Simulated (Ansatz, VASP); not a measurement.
One calculation of RuCl2, two programs

```
Ru Cl
1.0
     3.54969    0.00000    0.00000
    -1.77485    3.07412    0.00000
     0.00000    0.00000    5.72639
Ru Cl
1 2
Direct
  0.00000 0.00000 0.00000
  0.33333 0.66667 0.25200
  0.66667 0.33333 0.74800
```

The cell comes from a database or a generator and needn't be the stable form of this composition.

Alike in both runs: task single point; functional PBE; k mesh 6 × 6 × 4; occupations gaussian, width 0.05 eV; collinear spin, ferromagnetic start; Hubbard terms Ru d U = 4 eV.

|  | VASP | Ansatz |
| --- | --- | --- |
| version | VASP 6.6.1 | Ansatz 0.2.0 |
| potentials or method | VASP PAW PBE potentials, release 64 (Ru_pv, Cl) | Ansatz PAW |
| plane-wave cutoff (eV) | 520 | 420 |
| valence electrons in the cell | 28 | 30 |

|  | VASP | Ansatz | Ansatz less VASP |
| --- | --- | --- | --- |
| gap on the k mesh at the Fermi level (eV) | 2.68 | 2.88 | +0.199 |
| least direct gap on the mesh (eV) | 2.80 | 2.94 | +0.141 |
| pressure (GPa) | -2.0 | -2.9 | -0.91 |
| largest component of the traceless stress (GPa) | 2.35 | 2.57 | +0.215 |
| rms of the force components (eV/Å) | 0.473 | 0.543 | +0.0696 |
| net moment per atom (μB) | 0.00 | 0.00 | 0.000 |

The programs project onto different local orbitals, so the same U acts differently. Atom by atom the forces differ by 0.070 eV/Å (rms over components). The two sets of potentials don't hold the same shells in valence.

Caveats: forces of over 1 eV/Å show positions far from the minimum, so gaps and moduli don't describe the material at rest; the magnetic or orbital state may not be the lowest (Ansatz); the starting moments weren't kept (Ansatz). A k mesh can miss the band edges. The state reached can hang on the start; a lower one may exist.
